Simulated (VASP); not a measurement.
All values below come from PBE GGA, VASP's PBE PAW potentials (set 64) (plane waves; VASP).

Input for VASP

**KPOINTS**
```
Automatic mesh
0
Gamma
7 7 2
0 0 0
```

INCAR:
```
! general
SYSTEM  = WS2
PREC    = Accurate
ENCUT   = 300
LREAL   = F
LASPH   = T

! electronic loop
EDIFF   = 1E-6
NELM    = 100
ALGO    = Normal
LMAXMIX = 6

! smearing
ISMEAR  = -1
SIGMA   = 0.02

! functional
GGA     = PE

! ions
ISIF    = 2

! output
LWAVE   = F
LCHARG  = F
```

File POSCAR:
```
WS2
1
    1.5750000000    -2.7279800000     0.0000000000
    1.5750000000     2.7279800000     0.0000000000
    0.0000000000     0.0000000000    12.3200000000
W S
2 4
Direct
  0.3333330000   0.6666670000   0.2500000000
  0.6666670000   0.3333330000   0.7500000000
  0.3333330000   0.6666670000   0.8780000000
  0.6666670000   0.3333330000   0.3780000000
  0.6666670000   0.3333330000   0.1220000000
  0.3333330000   0.6666670000   0.6220000000
```

POTCAR, in this order: W_sv S (PBE.64 set). Program: vasp_std.

Output

File OSZICAR:
```
       N       E                     dE             d eps       ncg     rms          rms(c)
DAV:   1     0.401135301438E+03    0.40114E+03   -0.22281E+04  1120   0.114E+03
DAV:   2    -0.253920864062E+02   -0.42653E+03   -0.41675E+03  1192   0.363E+02
DAV:   3    -0.493220499316E+02   -0.23930E+02   -0.23749E+02  1258   0.827E+01
DAV:   4    -0.498591871472E+02   -0.53714E+00   -0.53618E+00  1236   0.130E+01
DAV:   5    -0.498723002220E+02   -0.13113E-01   -0.13108E-01  1268   0.201E+00    0.385E+01
DAV:   6    -0.475474952836E+02    0.23248E+01   -0.13815E+01  1159   0.215E+01    0.173E+01
DAV:   7    -0.473152183176E+02    0.23228E+00   -0.37907E+00  1162   0.900E+00    0.643E+00
DAV:   8    -0.472000049059E+02    0.11521E+00   -0.58931E-01  1284   0.452E+00    0.209E+00
DAV:   9    -0.472024850467E+02   -0.24801E-02   -0.65479E-02  1320   0.126E+00    0.102E+00
DAV:  10    -0.472002197438E+02    0.22653E-02   -0.31907E-02  1223   0.109E+00    0.282E-01
DAV:  11    -0.471999658500E+02    0.25389E-03   -0.48428E-03  1200   0.416E-01    0.145E-01
DAV:  12    -0.471999112152E+02    0.54635E-04   -0.24416E-04  1234   0.101E-01    0.552E-02
DAV:  13    -0.471999274396E+02   -0.16224E-04   -0.13989E-04  1266   0.612E-02    0.212E-02
DAV:  14    -0.471999270937E+02    0.34592E-06   -0.87960E-06  1171   0.188E-02
   1 F= -.47199927E+02 E0= -.47199927E+02  d E =-.380579E-12
```

File OUTCAR:
```
------------------------ aborting loop because EDIFF is reached ----------------------------------------
  FORCE on cell =-STRESS in cart. coord.  units (eV):
  Direction    XX          YY          ZZ          XY          YZ          ZX
  --------------------------------------------------------------------------------------
  Total        2.5188605      2.5188604      1.9441964      0.0000000      0.0000000     -0.0000000
  in kB       38.1199437     38.1199431     29.4230890      0.0000000      0.0000000     -0.0000000
  external PRESSURE =      35.2209919 kB  Pullay stress =       0.0000000 kB
  volume of cell :      105.87
      direct lattice vectors                 reciprocal lattice vectors
     1.575000000 -2.727980000  0.000000000     0.317460317 -0.183285801  0.000000000
     1.575000000  2.727980000  0.000000000     0.317460317  0.183285801  0.000000000
     0.000000000  0.000000000 12.320000000     0.000000000  0.000000000  0.081168831
 POSITION                                       TOTAL-FORCE (eV/Angst)
 -----------------------------------------------------------------------------------
      1.57500      0.90933      3.08000         0.000000      0.000000      0.000000
      1.57500     -0.90933      9.24000         0.000000     -0.000000      0.000000
      1.57500      0.90933     10.81696        -0.000000      0.000000      0.022725
      1.57500     -0.90933      4.65696         0.000000     -0.000000      0.022725
      1.57500     -0.90933      1.50304        -0.000000      0.000000     -0.022725
      1.57500      0.90933      7.66304        -0.000000     -0.000000     -0.022725
 -----------------------------------------------------------------------------------
    total drift:                               -0.000154      0.001144     -0.000035
  FREE ENERGIE OF THE ION-ELECTRON SYSTEM (eV)
  ---------------------------------------------------
  free  energy   TOTEN  =       -47.1999270937 eV

  energy  without entropy=      -47.1999270937  energy(sigma->0) =      -47.19992709
```
(Selected blocks of OUTCAR.)

At this cut-off the stress carries a Pulay error, which pulls relaxed volumes low.

The structure is a typed WS2 crystal (P6_3/mmc). The cell was not relaxed at this level.
